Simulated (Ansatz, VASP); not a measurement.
# Cross-check of CdSe (Cadmoselite) between VASP and Ansatz, part 2 of 3

One calculation is typed for both programs; each brings its own data sets. How far apart do they land? The cell is taken from a series of runs on this material, whose earlier steps may have relaxed, scaled, displaced or heated it; both programs get it as it stands.

VASP 6.6.1 and Ansatz 0.2.0.

So far: The starting structure; VASP: zone-centre phonons, LDA.

## (2) VASP: zone-centre phonons, LDA (continued)

Level of this step: LDA; plane waves and PAW (Se, Cd) (VASP).

OUTCAR, selected parts (step 2):

```text
ion  position               nearest neighbor table
   1  0.333  0.667  0.380-   4 2.60   4 2.60   4 2.60   3 2.61
   2  0.667  0.333  0.880-   3 2.60   3 2.60   3 2.60   4 2.61
   3  0.333  0.667  0.005-   2 2.60   2 2.60   2 2.60   1 2.61
   4  0.667  0.333  0.505-   1 2.60   1 2.60   1 2.60   2 2.61

  LATTYP: Found a hexagonal cell.
 ALAT       =     4.2476882192
 C/A-ratio  =     1.6340754270

 Subroutine GETGRP returns: Found 12 space group operations
 (whereof  6 operations were pure point group operations)

The static configuration has the point symmetry C_3v.
 The point group associated with its full space group is C_6v.

 Found     56 irreducible k-points:

   k-points           NKPTS =     56   k-points in BZ     NKDIM =     56   number of bands    NBANDS=     24

   dimension x,y,z NGX =    32 NGY =   32 NGZ =   54
   dimension x,y,z NGXF=    64 NGYF=   64 NGZF=  108

   ENCUT  =  500.0 eV  36.75 Ry    6.06 a.u.   7.74  7.74 12.66*2*pi/ulx,y,z

   NELECT =      36.0000    total number of electrons

 k-points in reciprocal lattice and weights: Automatic mesh
   0.00000000  0.00000000  0.00000000       0.001
   0.10000000 -0.00000000  0.00000000       0.009
   0.20000000 -0.00000000  0.00000000       0.009
   0.30000000 -0.00000000  0.00000000       0.009
   0.40000000  0.00000000  0.00000000       0.009
   0.50000000 -0.00000000  0.00000000       0.004
   0.10000000  0.10000000  0.00000000       0.009
   0.20000000  0.10000000  0.00000000       0.017
   0.30000000  0.10000000  0.00000000       0.017
[...]
0.40000000  0.20000000  0.42857143       0.017
   0.30000000  0.30000000  0.42857143       0.017

 average (electrostatic) potential at core
       1 -62.4863       2 -62.4863       3 -40.5077       4 -40.5077

 POSITION                                       TOTAL-FORCE (eV/Angst)
 -----------------------------------------------------------------------------------
     -0.00000      2.45240      2.63891         0.000000     -0.000000     -0.002290
      2.12384      1.22620      6.10943        -0.000000      0.000000     -0.002290
     -0.00000      2.45240      0.03339        -0.000000      0.000000      0.002290
      2.12384      1.22620      3.50391         0.000000      0.000000      0.002290
 -----------------------------------------------------------------------------------
    total drift:                                0.000000     -0.000000     -0.000186

 MACROSCOPIC STATIC DIELECTRIC TENSOR (including local field effects in DFT)
 ------------------------------------------------------
          10.360804    -0.000000     0.000000
           0.000000    10.360804     0.000000
           0.000000     0.000000     9.675983
 ------------------------------------------------------

 PIEZOELECTRIC TENSOR (including local field effects)  for field in x, y, z        (C/m^2)
          XX          YY          ZZ          XY          YZ          ZX
  --------------------------------------------------------------------------------
  x    -0.00000     0.00000     0.00000     0.00000     0.00000     0.37190
  y    -0.00000     0.00000     0.00000    -0.00000     0.37190     0.00000
  z     0.34873     0.34873    -0.73099     0.00000     0.00000     0.00000

 BORN EFFECTIVE CHARGES (including local field effects) (in |e|, cummulative output)
 ---------------------------------------------------------------------------------
 ion    1
    1    -2.14218     0.00000    -0.00000
    2    -0.00000    -2.14218     0.00000
    3     0.00000     0.00000    -2.25574
 ion    2
    1    -2.14218     0.00000     0.00000
    2     0.00000    -2.14218     0.00000
    3     0.00000    -0.00000    -2.25574
 ion    3
    1     2.14218     0.00000     0.00000
    2     0.00000     2.14218     0.00000
    3     0.00000     0.00000     2.25574
 ion    4
    1     2.14218     0.00000    -0.00000
    2    -0.00000     2.14218    -0.00000
    3    -0.00000     0.00000     2.25574

 Eigenvectors and eigenvalues of the dynamical matrix
 ----------------------------------------------------

   1 f  =    5.836181 THz    36.669810 2PiTHz  194.674060 cm-1    24.136496 meV
             X         Y         Z           dx          dy          dz
     -0.000000  2.452404  2.638909     0.000000   -0.000000    0.648566
      2.123844  1.226202  6.109430    -0.000000    0.000000   -0.648566
     -0.000000  2.452404  0.033393    -0.000000    0.000000   -0.281713
      2.123844  1.226202  3.503914    -0.000000    0.000000    0.281713

   2 f  =    5.515883 THz    34.657314 2PiTHz  183.990049 cm-1    22.811848 meV
             X         Y         Z           dx          dy          dz
     -0.000000  2.452404  2.638909    -0.000005    0.566319    0.000000
      2.123844  1.226202  6.109430     0.000005   -0.566319   -0.000000
     -0.000000  2.452404  0.033393    -0.000003    0.423418    0.000000
      2.123844  1.226202  3.503914     0.000003   -0.423418   -0.000000

   3 f  =    5.515883 THz    34.657314 2PiTHz  183.990049 cm-1    22.811848 meV
             X         Y         Z           dx          dy          dz
     -0.000000  2.452404  2.638909     0.566319    0.000005   -0.000000
      2.123844  1.226202  6.109430    -0.566319   -0.000005    0.000000
     -0.000000  2.452404  0.033393     0.423418    0.000003    0.000000
      2.123844  1.226202  3.503914    -0.423418   -0.000003    0.000000

   4 f  =    5.420184 THz    34.056023 2PiTHz  180.797891 cm-1    22.416072 meV
             X         Y         Z           dx          dy          dz
     -0.000000  2.452404  2.638909    -0.000012    0.541855    0.000000
      2.123844  1.226202  6.109430    -0.000012    0.541855   -0.000000
     -0.000000  2.452404  0.033393     0.000010   -0.454305    0.000000
      2.123844  1.226202  3.503914     0.000010   -0.454305   -0.000000

   5 f  =    5.420184 THz    34.056023 2PiTHz  180.797891 cm-1    22.416072 meV
             X         Y         Z           dx          dy          dz
     -0.000000  2.452404  2.638909     0.541855    0.000012   -0.000000
      2.123844  1.226202  6.109430     0.541855    0.000012    0.000000
     -0.000000  2.452404  0.033393    -0.454305   -0.000010    0.000000
      2.123844  1.226202  3.503914    -0.454305   -0.000010    0.000000

   6 f  =    5.300795 THz    33.305875 2PiTHz  176.815475 cm-1    21.922315 meV
             X         Y         Z           dx          dy          dz
     -0.000000  2.452404  2.638909     0.000000   -0.000000    0.541683
      2.123844  1.226202  6.109430    -0.000000    0.000000    0.541683
     -0.000000  2.452404  0.033393    -0.000000   -0.000000   -0.454510
      2.123844  1.226202  3.503914    -0.000000   -0.000000   -0.454510

   7 f  =    3.778641 THz    23.741904 2PiTHz  126.041910 cm-1    15.627198 meV
             X         Y         Z           dx          dy          dz
     -0.000000  2.452404  2.638909     0.000000    0.000000   -0.281713
      2.123844  1.226202  6.109430    -0.000000    0.000000    0.281713
     -0.000000  2.452404  0.033393    -0.000000   -0.000000   -0.648566
      2.123844  1.226202  3.503914     0.000000   -0.000000    0.648566

   8 f  =    0.960205 THz     6.033148 2PiTHz   32.029004 cm-1     3.971089 meV
             X         Y         Z           dx          dy          dz
     -0.000000  2.452404  2.638909     0.000280    0.423418   -0.000000
      2.123844  1.226202  6.109430    -0.000280   -0.423418   -0.000000
     -0.000000  2.452404  0.033393    -0.000374   -0.566319   -0.000000
      2.123844  1.226202  3.503914     0.000374    0.566319   -0.000000

   9 f  =    0.960205 THz     6.033148 2PiTHz   32.029004 cm-1     3.971089 meV
             X         Y         Z           dx          dy          dz
     -0.000000  2.452404  2.638909     0.423418   -0.000280   -0.000000
      2.123844  1.226202  6.109430    -0.423418    0.000280   -0.000000
     -0.000000  2.452404  0.033393    -0.566319    0.000374   -0.000000
      2.123844  1.226202  3.503914     0.566319   -0.000374   -0.000000

  10 f/i=    0.001018 THz     0.006397 2PiTHz    0.033960 cm-1     0.004210 meV
             X         Y         Z           dx          dy          dz
     -0.000000  2.452404  2.638909    -0.339322    0.302082    0.000000
      2.123844  1.226202  6.109430    -0.339322    0.302082    0.000000
     -0.000000  2.452404  0.033393    -0.404713    0.360297    0.000000
      2.123844  1.226202  3.503914    -0.404713    0.360297    0.000000

  11 f/i=    0.001018 THz     0.006397 2PiTHz    0.033960 cm-1     0.004210 meV
             X         Y         Z           dx          dy          dz
     -0.000000  2.452404  2.638909    -0.302082   -0.339322    0.000000
      2.123844  1.226202  6.109430    -0.302082   -0.339322    0.000000
     -0.000000  2.452404  0.033393    -0.360297   -0.404713    0.000000
      2.123844  1.226202  3.503914    -0.360297   -0.404713    0.000000

  12 f/i=    0.002998 THz     0.018839 2PiTHz    0.100016 cm-1     0.012400 meV
             X         Y         Z           dx          dy          dz
     -0.000000  2.452404  2.638909     0.000000    0.000000    0.454510
      2.123844  1.226202  6.109430     0.000000    0.000000    0.454510
     -0.000000  2.452404  0.033393     0.000000    0.000000    0.541683
      2.123844  1.226202  3.503914     0.000000    0.000000    0.541683

 MACROSCOPIC STATIC DIELECTRIC TENSOR IONIC CONTRIBUTION
 ------------------------------------------------------
           2.746326    -0.000000    -0.000000
          -0.000000     2.746326    -0.000000
          -0.000000    -0.000000     3.183497
 ------------------------------------------------------

 ELASTIC MODULI CONTR FROM IONIC RELAXATION (kBar)
 Direction    XX          YY          ZZ          XY          YZ          ZX
 --------------------------------------------------------------------------------
 XX        -337.4036    131.4505    196.6583     -0.0000      0.0000      0.0000
 YY         131.4505   -337.4036    196.6583      0.0000     -0.0000     -0.0000
 ZZ         196.6583    196.6583   -375.5661      0.0000     -0.0000     -0.0000
 XY          -0.0000      0.0000      0.0000   -234.4271     -0.0000      0.0000
 YZ          -0.0000      0.0000     -0.0000     -0.0000    -95.5838      0.0000
 ZX           0.0000     -0.0000     -0.0000      0.0000      0.0000   -102.3740
 --------------------------------------------------------------------------------

 PIEZOELECTRIC TENSOR IONIC CONTR  for field in x, y, z        (C/m^2)
          XX          YY          ZZ          XY          YZ          ZX
  --------------------------------------------------------------------------------
  x     0.00000    -0.00000    -0.00000     0.00000     0.00000    -0.49893
  y    -0.00000     0.00000    -0.00000    -0.00000    -0.48210     0.00000
  z    -0.53876    -0.53876     1.02889    -0.00000     0.00000     0.00000
```

[end of part 2 of 3]

[Lines on the potential files, build, host, timing and source positions are cut from VASP's logs without a mark.]

[Logs are printed without paths, hosts, clocks, repeated set-up lines and the standing remarks that a program may print on its own settings, such as how far it seeks lower states.]

[Hosts, paths, dates, database ids (printed as entryN), source tags and the programs' standing remarks are cut or masked in the printed files.]
